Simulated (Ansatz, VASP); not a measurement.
**Two plane-wave programs on MgGaC4N4**

```
Mg Ga C N
1.0
     6.03306    0.00000    0.00000
     0.00000    6.03306    0.00000
     0.00000    0.00000    6.03306
Mg Ga C N
1 1 4 4
Direct
  0.00000 0.00000 0.00000
  0.50000 0.50000 0.50000
  0.20685 0.20685 0.20685
  0.20685 0.79315 0.79315
  0.79315 0.20685 0.79315
  0.79315 0.79315 0.20685
  0.31956 0.31956 0.31956
  0.31956 0.68044 0.68044
  0.68044 0.31956 0.68044
  0.68044 0.68044 0.31956
```

Alike in both runs: functional PBE; k mesh 4 × 4 × 4; occupations gaussian, width 0.1 eV; no spin polarisation.

Ansatz relaxed the structure, and its values are those at the end. VASP's run is a single point on that final structure, the one shown.

```csv
,VASP,Ansatz
version,VASP 6.6.1,Ansatz 0.2.0
potentials or method,"VASP PAW PBE potentials, release 64 (Mg, Ga_d, C, N)","scalar-relativistic, plane waves, PAW"
plane-wave cutoff (eV),520,420
valence electrons in the cell,51,59
```

Ansatz gave:

```
gap on the k mesh at the Fermi level (eV) : none
pressure (GPa)                            : 0.2
rms of the force components (eV/Å)        : 0.010
```

What did VASP give for the same quantities?

gap on the k mesh at the Fermi level (eV): none; pressure (GPa): 0.5; rms of the force components (eV/Å): 0.190.

A gap of «none» marks a metal or a gap that the smearing closes. One of these differences is far larger than is usual between the two programs; its cause wasn't traced. The two sets of potentials don't hold the same shells in valence.

Caveats: the standard files for N, O and F lose accuracy on very short bonds.
